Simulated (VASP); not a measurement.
A cell of BPt (relaxed from the CsCl structure, space group Pm-3m) near equilibrium:

```
PtB
1.0
    2.78117     0.00000     0.00000
    0.00000     2.78117     0.00000
    0.00000     0.00000     2.78117
Pt B
1 1
Direct
  0.00000   0.00000   0.00000
  0.50000   0.50000   0.50000
```

Method: PBEsol GGA, VASP's PBE PAW potentials (set 64) (plane waves; VASP 6.6.1).

```
run               ΔE (meV/atom)   σxx   σyy   σzz  largest shear component, with its sign (GPa)  largest force (eV/Å)
----------------  -------------  ----  ----  ----  --------------------------------------------  --------------------
as it is                    0.0  0.05  0.05  0.05                                          0.00                 0.000
after one change            2.2  4.51  4.51  4.73                                          0.00                 0.000
```
Stress is in GPa, positive when the cell is compressed.

Q: Which change was made?
A. atom 1 (Pt) moved by -0.100 Å along x
B. isotropic strain of +0.5 %
C. uniaxial strain of -1.5 % along z
D. atom 2 (B) moved by 0.200 Å along y

A: C, uniaxial strain of -1.5 % along z

The structure was generated: BPt was put into the CsCl type (Pm-3m), which need not be its known phase. The electron count is odd and the run is not spin-polarised, which forces a metal.
